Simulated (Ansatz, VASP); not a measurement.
# Cross-check of KTaO3 between VASP and Ansatz

One calculation is typed for both programs; each brings its own data sets. How far apart do they land? The cell is taken from a series of runs on this material, whose earlier steps may have relaxed, scaled, displaced or heated it; both programs get it as it stands.

Calculated with Ansatz 0.2.0; plane waves, with VASP 6.6.1 beside it; zone-centre phonons at LDA.

## 1. Set-up

It takes space group Pm-3m (No. 221, cubic). Conventional cell: a = 3.871 Å, b = 3.871 Å, c = 3.871 Å, α = 90.00°, β = 90.00°, γ = 90.00°. Nearest to O lie 2 Ta at 1.94 Å and 4 K at 2.74 Å. K has 12 O at 2.74 Å nearest. Nearest to Ta lie 6 O at 1.94 Å. Farther neighbours and most contacts between anions are not listed.

Structure file:

```
O K Ta
1.0
     3.87069    0.00000    0.00000
     0.00000    3.87069    0.00000
     0.00000    0.00000    3.87069
O K Ta
3 1 1
Direct
  0.50000 0.00000 0.00000
  0.00000 0.50000 0.00000
  0.00000 0.00000 0.50000
  0.50000 0.50000 0.50000
  0.00000 0.00000 0.00000
```

## 2. VASP: zone-centre phonons, LDA

Second derivatives magnify differences that forces hide, and they need a tight electronic threshold.

Lines of VASP's logs that name or quote its potential files are left out, and so is its time.

INCAR reads:

```
SYSTEM = KTaO3
PREC = Accurate
ENCUT = 600
EDIFF = 1E-08
NELM = 120
ISMEAR = 0
SIGMA = 0.01
LREAL = .FALSE.
ALGO = Normal
GGA = CA
NBANDS = 25
LASPH = .TRUE.
LORBIT = 11
LWAVE = .FALSE.
LCHARG = .FALSE.
ISIF = 2
IBRION = 8
LEPSILON = .TRUE.
GGA_COMPAT = .FALSE.
EFERMI = MIDGAP
KPAR = 2
```

POSCAR reads:

```
KTaO3
1.0
    3.8706938454      0.0000000000      0.0000000000
    0.0000000000      3.8706938454      0.0000000000
    0.0000000000      0.0000000000      3.8706938454
O K Ta
3 1 1
Direct
    0.5000000000      0.0000000000      0.0000000000
    0.0000000000      0.5000000000      0.0000000000
    0.0000000000      0.0000000000      0.5000000000
    0.5000000000      0.5000000000      0.5000000000
    0.0000000000      0.0000000000      0.0000000000
```

KPOINTS reads:

```
Automatic mesh
0
Gamma
8 8 8
0 0 0
```

The projector-augmented-wave data sets are O, K_sv and Ta_pv (LDA family, release 64).

Command:

```
> mpirun -np 2 vasp_std
```

Numbers of over 12 decimals in the logs are rounded to 6 here.

Output:

```text
[banner, memory and clock lines left out]
running    2 mpi-ranks, on    1 nodes
 distrk:  each k-point on    1 cores,    2 groups
 distr:  one band on    1 cores,    1 groups

 POSCAR found type information on POSCAR O K Ta
 POSCAR found :  3 types and       5 ions
 LDA part: xc-table for (Slater(with rela. corr.)+CA(PZ))
 , standard interpolation
 POSCAR, INCAR and KPOINTS ok, starting setup
 FFT: planning ... GRIDC
 FFT: planning ... GRID_SOFT
 FFT: planning ... GRID
 WAVECAR not read
 entering main loop
       N       E                     dE             d eps       ncg     rms          rms(c)
DAV:   1     0.361398825760E+03    0.36140E+03   -0.22865E+04  1750   0.172E+03
DAV:   2    -0.315245690899E+02   -0.39292E+03   -0.38191E+03  2039   0.467E+02
DAV:   3    -0.520465883517E+02   -0.20522E+02   -0.20444E+02  2330   0.104E+02
DAV:   4    -0.529253383529E+02   -0.87875E+00   -0.87773E+00  3090   0.143E+01
DAV:   5    -0.529296170937E+02   -0.42787E-02   -0.42783E-02  2314   0.991E-01    0.404E+01
DAV:   6    -0.451189004419E+02    0.78107E+01   -0.36458E+01  2183   0.437E+01    0.165E+01
DAV:   7    -0.449424658790E+02    0.17643E+00   -0.18042E+00  2324   0.908E+00    0.105E+01
DAV:   8    -0.448611034536E+02    0.81362E-01   -0.27437E-01  2260   0.442E+00    0.177E+00
DAV:   9    -0.448542665913E+02    0.68369E-02   -0.30345E-02  2310   0.122E+00    0.205E-01
DAV:  10    -0.448537222909E+02    0.54430E-03   -0.42560E-03  2460   0.501E-01    0.929E-02
DAV:  11    -0.448537028445E+02    0.19446E-04   -0.31607E-04  2451   0.140E-01    0.322E-02
DAV:  12    -0.448537009791E+02    0.18654E-05   -0.45191E-05  2573   0.449E-02    0.844E-03
DAV:  13    -0.448537004831E+02    0.49604E-06   -0.27627E-06  2409   0.125E-02    0.417E-03
DAV:  14    -0.448537004437E+02    0.39402E-07   -0.27167E-07  2345   0.381E-03    0.106E-03
DAV:  15    -0.448537004443E+02   -0.61027E-09   -0.24978E-08  2002   0.102E-03
   1 F= -.44853700E+02 E0= -.44853700E+02  d E =0.000000E+00
 Linear response reoptimize wavefunctions to high precision
DAV:   1    -0.448537004450E+02   -0.65802E-09   -0.13998E-09  1732   0.288E-04
DAV:   2    -0.448537004450E+02   -0.10004E-10   -0.38257E-10  1456   0.127E-04
 Linear response G [H, r] |phi>, progress :
  Direction:   1
       N       E                     dE             d eps       ncg     rms
RMM:   1    -0.136213354139E+03   -0.13621E+03    0.74279E+02  3088   0.196E+02
RMM:   2    -0.128966069449E+03    0.72473E+01   -0.31305E+01  2978   0.356E+01
RMM:   3    -0.129398214452E+03   -0.43215E+00   -0.35565E+00  3471   0.766E+00
RMM:   4    -0.129529480687E+03   -0.13127E+00   -0.62138E-01  3826   0.251E+00
RMM:   5    -0.129559332678E+03   -0.29852E-01   -0.15233E-01  3987   0.112E+00
RMM:   6    -0.129568702132E+03   -0.93695E-02   -0.51130E-02  4053   0.551E-01
RMM:   7    -0.129571028909E+03   -0.23268E-02   -0.13579E-02  4162   0.304E-01
RMM:   8    -0.129571890559E+03   -0.86165E-03   -0.72867E-02  4197   0.185E-01
RMM:   9    -0.129572063765E+03   -0.17321E-03   -0.79681E-03  4166   0.122E-01
RMM:  10    -0.129572262065E+03   -0.19830E-03   -0.13598E-02  4106   0.872E-02
RMM:  11    -0.129572211945E+03    0.50121E-04   -0.11602E-02  4033   0.652E-02
RMM:  12    -0.129572319903E+03   -0.10796E-03   -0.83286E-03  3953   0.518E-02
RMM:  13    -0.129572263299E+03    0.56604E-04   -0.67081E-03  3940   0.434E-02
RMM:  14    -0.129572322406E+03   -0.59107E-04   -0.46862E-03  3910   0.382E-02
RMM:  15    -0.129572278809E+03    0.43598E-04   -0.14845E-03  3915   0.349E-02
RMM:  16    -0.129572311141E+03   -0.32332E-04   -0.46870E-03  3930   0.327E-02
RMM:  17    -0.129572325859E+03   -0.14718E-04   -0.26531E-03  3938   0.314E-02
RMM:  18    -0.129572337218E+03   -0.11359E-04   -0.30491E-03  3932   0.305E-02
RMM:  19    -0.129572337733E+03   -0.51514E-06   -0.26295E-03  3969   0.300E-02
 Linear response G [H, r] |phi>, progress :
  Direction:   2
       N       E                     dE             d eps       ncg     rms
RMM:   1    -0.150680752806E+03   -0.15068E+03    0.57450E+02  3017   0.195E+02
RMM:   2    -0.148736681888E+03    0.19441E+01   -0.36971E+01  2893   0.383E+01
RMM:   3    -0.149269385130E+03   -0.53270E+00   -0.53250E+00  3520   0.932E+00
RMM:   4    -0.149436577746E+03   -0.16719E+00   -0.86625E-01  3945   0.307E+00
RMM:   5    -0.149480009813E+03   -0.43432E-01   -0.21567E-01  4113   0.138E+00
RMM:   6    -0.149491744174E+03   -0.11734E-01   -0.61105E-02  4155   0.687E-01
RMM:   7    -0.149495758486E+03   -0.40143E-02   -0.19856E-02  4234   0.383E-01
RMM:   8    -0.149496779615E+03   -0.10211E-02    0.17678E-02  4282   0.231E-01
RMM:   9    -0.149497242757E+03   -0.46314E-03   -0.60742E-03  4234   0.155E-01
RMM:  10    -0.149497347111E+03   -0.10435E-03    0.76235E-03  4176   0.110E-01
RMM:  11    -0.149497480418E+03   -0.13331E-03    0.23248E-03  4099   0.838E-02
RMM:  12    -0.149497502894E+03   -0.22476E-04    0.29160E-03  4022   0.673E-02
[...]
RMM:  18    -0.736971517164E+00   -0.11718E-06   -0.22296E-06  7072   0.204E-03    0.115E-04
RMM:  19    -0.736971623108E+00   -0.10594E-06   -0.20199E-06  7037   0.197E-03    0.934E-05
RMM:  20    -0.736971838253E+00   -0.21515E-06   -0.25596E-06  7099   0.192E-03    0.264E-05
RMM:  21    -0.736971871147E+00   -0.32894E-07   -0.15145E-06  6648   0.189E-03    0.266E-05
[...]
N       E                     dE             d eps       ncg     rms          rms(c)
RMM:   1    -0.366494288739E+00   -0.36649E+00    0.22654E-01 12248   0.267E+00
RMM:   2    -0.360852668236E+00    0.56416E-02   -0.98866E-03 10481   0.474E-01    0.132E-01
RMM:   3    -0.362085875178E+00   -0.12332E-02   -0.17594E-03 10444   0.163E-01    0.645E-02
RMM:   4    -0.363638584690E+00   -0.15527E-02   -0.64919E-04 10467   0.114E-01    0.153E-02
RMM:   5    -0.363711157326E+00   -0.72573E-04   -0.76728E-05 12174   0.332E-02    0.414E-03
RMM:   6    -0.363718775295E+00   -0.76180E-05   -0.15652E-05 13635   0.110E-02    0.290E-03
RMM:   7    -0.363706850667E+00    0.11925E-04   -0.41015E-06 12592   0.566E-03    0.742E-04
RMM:   8    -0.363714831330E+00   -0.79807E-05   -0.21721E-06 13681   0.312E-03    0.355E-04
RMM:   9    -0.363715621893E+00   -0.79056E-06   -0.10862E-06 14028   0.185E-03    0.192E-04
RMM:  10    -0.363715068807E+00    0.55309E-06   -0.16868E-06 14093   0.133E-03    0.801E-05
RMM:  11    -0.363714656825E+00    0.41198E-06   -0.76734E-07 14118   0.108E-03    0.668E-05
RMM:  12    -0.363714751470E+00   -0.94645E-07   -0.17051E-06 14376   0.943E-04    0.281E-05
RMM:  13    -0.363714719269E+00    0.32201E-07   -0.78987E-07 14356   0.853E-04    0.152E-05
RMM:  14    -0.363714747606E+00   -0.28337E-07   -0.11005E-06 14325   0.803E-04    0.786E-06
[...]
RMM:  20    -0.363714792448E+00    0.67675E-08   -0.74720E-07 13458   0.716E-04    0.508E-06
RMM:  21    -0.363714794022E+00   -0.15737E-08   -0.68104E-07 13480   0.713E-04    0.540E-06
RMM:  22    -0.363714791986E+00    0.20360E-08   -0.75672E-07 13562   0.711E-04    0.616E-06
RMM:  23    -0.363714793165E+00   -0.11790E-08   -0.61724E-07 13971   0.709E-04    0.733E-06
RMM:  24    -0.363714826664E+00   -0.33498E-07   -0.82231E-07 14528   0.708E-04    0.306E-06
RMM:  25    -0.363714836515E+00   -0.98514E-08   -0.60660E-07 14134   0.707E-04    0.298E-06
RMM:  26    -0.363714829433E+00    0.70816E-08   -0.54945E-07 13881   0.706E-04    0.325E-06
RMM:  27    -0.363714829443E+00   -0.93401E-11   -0.64632E-07 13844   0.706E-04    0.287E-06
 first order change of Fermi-energy   0.41503E-04
 force on displaced ion       1 direction 2 :   0.000  -3.521   0.000
 Born effective charge ion    1 direction 2 :   0.000  -1.722   0.000
 Linear response progress:
  Degree of freedom:   3/  4
       N       E                     dE             d eps       ncg     rms          rms(c)
RMM:   1    -0.305049614860E+00   -0.30505E+00    0.19127E-01  6353   0.300E+00
RMM:   2    -0.304598022543E+00    0.45159E-03   -0.40431E-02  6494   0.775E-01    0.557E-02
RMM:   3    -0.305533886633E+00   -0.93586E-03   -0.59426E-03  7069   0.252E-01    0.268E-02
RMM:   4    -0.305819777787E+00   -0.28589E-03   -0.88478E-04  7758   0.782E-02    0.233E-02
RMM:   5    -0.305846372052E+00   -0.26594E-04   -0.21550E-04  7686   0.368E-02    0.118E-02
RMM:   6    -0.305837019556E+00    0.93525E-05   -0.48877E-05  7891   0.184E-02    0.155E-03
RMM:   7    -0.305839151255E+00   -0.21317E-05   -0.15245E-05  8138   0.892E-03    0.973E-04
RMM:   8    -0.305835748994E+00    0.34023E-05   -0.34443E-06  8271   0.444E-03    0.792E-04
RMM:   9    -0.305832556655E+00    0.31923E-05    0.20757E-07  8288   0.261E-03    0.522E-04
RMM:  10    -0.305824928664E+00    0.76280E-05    0.68557E-07  7782   0.187E-03    0.744E-04
RMM:  11    -0.305829366128E+00   -0.44375E-05   -0.69321E-07  7703   0.139E-03    0.340E-04
RMM:  12    -0.305828426333E+00    0.93980E-06    0.14577E-07  8196   0.101E-03    0.222E-04
RMM:  13    -0.305828300446E+00    0.12589E-06   -0.65412E-07  8537   0.849E-04    0.241E-04
RMM:  14    -0.305828534761E+00   -0.23432E-06    0.87066E-08  8214   0.760E-04    0.317E-04
RMM:  15    -0.305827747581E+00    0.78718E-06   -0.42933E-07  8097   0.727E-04    0.151E-04
RMM:  16    -0.305827453036E+00    0.29455E-06    0.31938E-07  8379   0.682E-04    0.104E-04
RMM:  17    -0.305827248346E+00    0.20469E-06   -0.46010E-07  8473   0.665E-04    0.709E-05
RMM:  18    -0.305827043749E+00    0.20460E-06    0.23358E-08  8436   0.654E-04    0.370E-05
RMM:  19    -0.305826790323E+00    0.25343E-06   -0.30173E-07  8512   0.648E-04    0.105E-05
RMM:  20    -0.305826789090E+00    0.12334E-08   -0.63728E-08  8483   0.641E-04    0.918E-06
 first order change of Fermi-energy  -0.25146E-03
 force on displaced ion       4 direction 1 :  -5.173  -0.000   0.000
 Born effective charge ion    4 direction 1 :   1.162   0.000   0.000
 Linear response progress:
  Degree of freedom:   4/  4
       N       E                     dE             d eps       ncg     rms          rms(c)
RMM:   1    -0.188993663875E+00   -0.18899E+00    0.75958E+00  4536   0.155E+01
RMM:   2    -0.211775465628E+00   -0.22782E-01   -0.36235E-02  5860   0.118E+00    0.162E-01
RMM:   3    -0.210566470075E+00    0.12090E-02   -0.16472E-03  6509   0.198E-01    0.879E-02
RMM:   4    -0.209623254850E+00    0.94322E-03   -0.31871E-04  7074   0.927E-02    0.256E-02
RMM:   5    -0.209426004998E+00    0.19725E-03   -0.43202E-05  7626   0.276E-02    0.560E-03
RMM:   6    -0.209410078288E+00    0.15927E-04   -0.78648E-06  7990   0.920E-03    0.240E-03
RMM:   7    -0.209405614116E+00    0.44642E-05   -0.26463E-06  7791   0.405E-03    0.733E-04
RMM:   8    -0.209405929844E+00   -0.31573E-06   -0.12592E-06  8234   0.209E-03    0.334E-04
RMM:   9    -0.209406903275E+00   -0.97343E-06    0.15336E-06  8268   0.137E-03    0.841E-05
RMM:  10    -0.209407142065E+00   -0.23879E-06    0.62386E-07  8330   0.988E-04    0.336E-05
RMM:  11    -0.209407191528E+00   -0.49464E-07   -0.27820E-07  8547   0.789E-04    0.135E-05
RMM:  12    -0.209407216997E+00   -0.25469E-07   -0.48470E-08  8658   0.668E-04    0.109E-05
RMM:  13    -0.209407261203E+00   -0.44206E-07   -0.37168E-07  8487   0.601E-04    0.555E-06
RMM:  14    -0.209407280654E+00   -0.19451E-07    0.18674E-08  8640   0.557E-04    0.296E-06
RMM:  15    -0.209407307024E+00   -0.26370E-07   -0.31263E-07  8598   0.531E-04    0.301E-06
RMM:  16    -0.209407364943E+00   -0.57920E-07   -0.27804E-08  8638   0.513E-04    0.448E-06
RMM:  17    -0.209407323453E+00    0.41490E-07   -0.29372E-07  8583   0.501E-04    0.247E-06
RMM:  18    -0.209407330955E+00   -0.75019E-08   -0.89179E-08  8568   0.493E-04    0.169E-06
 first order change of Fermi-energy   0.10753E-02
 force on displaced ion       5 direction 1 :  -8.608  -0.000   0.000
 Born effective charge ion    5 direction 1 :   8.734   0.000   0.000
 Born effective charges drift removed
 Linear response finished
```

[end of part 1 of 3]

[Lines on the potential files, build, host, timing and source positions are cut from VASP's logs without a mark.]

[Logs are printed without paths, hosts, clocks, repeated set-up lines and the standing remarks that a program may print on its own settings, such as how far it seeks lower states.]

[Hosts, paths, dates, database ids (printed as entryN), source tags and the programs' standing remarks are cut or masked in the printed files.]
